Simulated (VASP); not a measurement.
OSZICAR of a VASP run on SiNi2 (space group Pnma):

### OSZICAR
```
       N       E                     dE             d eps       ncg     rms          rms(c)
DAV:   1     0.465217320391E+03    0.46522E+03   -0.24838E+04   912   0.115E+03
DAV:   2    -0.426031013852E+02   -0.50782E+03   -0.48508E+03   912   0.309E+02
DAV:   3    -0.818576838158E+02   -0.39255E+02   -0.37719E+02  1002   0.101E+02
DAV:   4    -0.831075250247E+02   -0.12498E+01   -0.12410E+01  1016   0.172E+01
DAV:   5    -0.831453415383E+02   -0.37817E-01   -0.37778E-01  1078   0.284E+00    0.360E+01
DAV:   6    -0.830886609407E+02    0.56681E-01   -0.20251E+02  1097   0.115E+02    0.264E+01
DAV:   7    -0.720335753757E+02    0.11055E+02   -0.54029E+01  1001   0.731E+01    0.983E+00
DAV:   8    -0.736506333327E+02   -0.16171E+01   -0.13094E+01  1217   0.544E+01    0.131E+01
DAV:   9    -0.721743491550E+02    0.14763E+01   -0.49580E+00  1250   0.421E+01    0.315E+00
DAV:  10    -0.720830162504E+02    0.91333E-01   -0.66749E-01  1010   0.789E+00    0.107E+00
DAV:  11    -0.720812391862E+02    0.17771E-02   -0.90922E-02  1032   0.181E+00    0.415E-01
DAV:  12    -0.720814942372E+02   -0.25505E-03   -0.62736E-03   957   0.800E-01    0.274E-01
DAV:  13    -0.720811898243E+02    0.30441E-03   -0.34421E-03  1236   0.692E-01    0.134E-01
DAV:  14    -0.720810586601E+02    0.13116E-03   -0.64826E-04  1187   0.397E-01    0.360E-02
DAV:  15    -0.720810533533E+02    0.53068E-05   -0.53984E-05  1021   0.499E-02    0.297E-02
DAV:  16    -0.720810504064E+02    0.29469E-05   -0.12444E-05  1111   0.513E-02    0.720E-03
DAV:  17    -0.720810492328E+02    0.11735E-05   -0.24293E-06   646   0.107E-02    0.243E-03
DAV:  18    -0.720810495983E+02   -0.36545E-06   -0.47683E-07   494   0.370E-03
   1 F= -.72081050E+02 E0= -.71962609E+02  d E =-.236881E+00
```

Q: Which electronic solver shows in the log?

A: It is blocked Davidson (ALGO = Normal, or the opening steps of other solvers). The INCAR had ALGO = Normal.

Q: How was spin treated?

A: Without spin polarisation: there is no mag entry.

Q: Can the final energy be trusted as converged?

A: Self-consistency was reached. It stopped with EDIFF = 1E-6, NELM = 100 (PBE GGA, plane waves, VASP's PBE PAW potentials (set 64)).

The structure comes from a computed database's SiNi2 entry; how it stands against other phases isn't given here. The cell was not relaxed at this level. The k-mesh is coarse (spacing up to 0.86 per Å, 2π included), so the numbers may not be converged in it. The run is one of a series of settings (ENCUT = 240, ISMEAR = -1, SIGMA = 0.136, KPOINTS 2×2×2 Γ-centred mesh against the base run), some of them coarse on purpose. The run is not spin-polarised, so no magnetic state was tried.
